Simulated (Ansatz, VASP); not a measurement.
# One calculation of SrMg6Si, two programs

File INCAR:

```
PREC = Accurate ; ENCUT = 520
EDIFF = 1E-7 ; ISMEAR = -1
SIGMA = 0.05 ; LREAL = F
LASPH = T ; NELM = 100
ALGO = Normal ; ISIF = 2
LWAVE = F ; LCHARG = F
GGA = PE ; NBANDS = 23
```

File KPOINTS:

```
regular mesh
0
Gamma
  6 5 5
```

Contents of POSCAR:

```
SrMg6Si
1.0
    4.8088058402      0.0000000000      0.0000000000
    0.0000000000      2.9638004654      6.6229023346
    0.0000000000     -2.9638004654      6.6229023346
Sr Si Mg
1 1 6
Direct
    0.5000000000      0.6976320000      0.6976320000
    0.5000000000      0.1152540000      0.1152540000
    0.0000000000      0.8627890000      0.8627890000
    0.0000000000      0.2997230000      0.2997230000
    0.0000000000      0.3209160000      0.8300400000
    0.0000000000      0.8300400000      0.3209160000
    0.5000000000      0.1921360000      0.6815040000
    0.5000000000      0.6815040000      0.1921360000
```

Contents of input.yaml:

```yaml
crystal:
  lattice:
    - [4.8088058402, 0.0, 0.0]
    - [0.0, 2.9638004654, 6.6229023346]
    - [0.0, -2.9638004654, 6.6229023346]
  atoms:
    - { symbol: Sr, position: [0.5, 0.697632, 0.697632] }
    - { symbol: Si, position: [0.5, 0.115254, 0.115254] }
    - { symbol: Mg, position: [0.0, 0.862789, 0.862789] }
    - { symbol: Mg, position: [0.0, 0.299723, 0.299723] }
    - { symbol: Mg, position: [0.0, 0.320916, 0.83004] }
    - { symbol: Mg, position: [0.0, 0.83004, 0.320916] }
    - { symbol: Mg, position: [0.5, 0.192136, 0.681504] }
    - { symbol: Mg, position: [0.5, 0.681504, 0.192136] }
hamiltonian:
  xc: pbe
  pseudopotentials: { kind: paw }
kpoints:
  mp_grid: { grid: [6, 5, 5] }
scf:
  occupations: { method: fermi_dirac, width: 0.05 }
output:
  forces: true
  stress: true
  eigenvalues: true
  write_density: true
  write_potential: true
  elf: true
  volumetric_format: npy
```

Change from the starting cell: volume scaled by 0.94.

Alike in both runs: task single point; functional PBE; k mesh 6 × 5 × 5; occupations fermi-dirac, width 0.05 eV; no spin polarisation.

|  | VASP | Ansatz |
| --- | --- | --- |
| version | VASP 6.6.1 | Ansatz 0.2.0 |
| potentials or method | VASP PAW PBE potentials, release 64 (Sr_sv, Si, Mg) | Ansatz PAW |
| plane-wave cutoff (eV) | 520 | 420 |
| valence electrons in the cell | 26 | 74 |

```csv
,VASP,Ansatz,Ansatz less VASP
gap on the k mesh at the Fermi level (eV),none,none,-
pressure (GPa),2.5,2.5,+0.06
largest component of the traceless stress (GPa),0.36,0.35,-0.010
rms of the force components (eV/Å),0.045,0.047,+0.0017
```

Atom by atom the forces differ by 0.003 eV/Å (rms over components). A gap of «none» marks a metal or a gap that the smearing closes. The two sets of potentials don't hold the same shells in valence.
